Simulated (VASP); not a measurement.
A convergence study with VASP on CdF₂ (fluorite): one setting is varied, all else stays as given below, so the limit is that of these other settings.

```
CdF2
1.0
    0.00000     2.69500     2.69500
    2.69500     0.00000     2.69500
    2.69500     2.69500     0.00000
Cd F
1 2
Direct
  0.00000   0.00000   0.00000
  0.25000   0.25000   0.25000
  0.75000   0.75000   0.75000
```

These are PBE GGA, VASP's PBE PAW potentials (set 64) (plane waves; VASP) values and carry that method's errors. The tightest run used: 700 eV cut-off, 12×12×12 Monkhorst-Pack mesh, Gaussian smearing of 0.050 eV, potentials Cd F.

The reference is 12×12×12 mesh, which took about 2 core-minutes. The timings are rough (shared machines, no repeats); factors under 2 mean little.

Q: Of the settings 1×1×1 mesh; 2×2×2 mesh; 3×3×3 mesh; 4×4×4 mesh; 5×5×5 mesh; 6×6×6 mesh; 7×7×7 mesh; 8×8×8 mesh; 9×9×9 mesh; 10×10×10 mesh; 11×11×11 mesh; 12×12×12 mesh, which is the lowest that keeps the difference from the reference in E (eV/atom) within 0.002 from there on, and what does it cost?

A: 4×4×4 mesh; its cost over the reference is about 1/10.
```csv
setting,difference in E (eV/atom),cost over the reference
1×1×1 mesh,1.7985,about 1/30
2×2×2 mesh,0.0044,about 1/30
3×3×3 mesh,0.0027,about 1/20
4×4×4 mesh,0.0000,about 1/10
5×5×5 mesh,0.0000,about 1/10
6×6×6 mesh,0.0000,about 1/6
7×7×7 mesh,0.0000,about 1/8
8×8×8 mesh,0.0000,about 1/3
9×9×9 mesh,0.0000,about 1/5
10×10×10 mesh,0.0000,within a factor of 2
11×11×11 mesh,0.0000,about 1/3
12×12×12 mesh,0.0000,reference
```

Left out are rungs that failed or repeat a setting and relaxations that didn't move; long series are thinned to 24 rows.

The compound is CdF2 in the fluorite structure. The cell was not relaxed at this level.
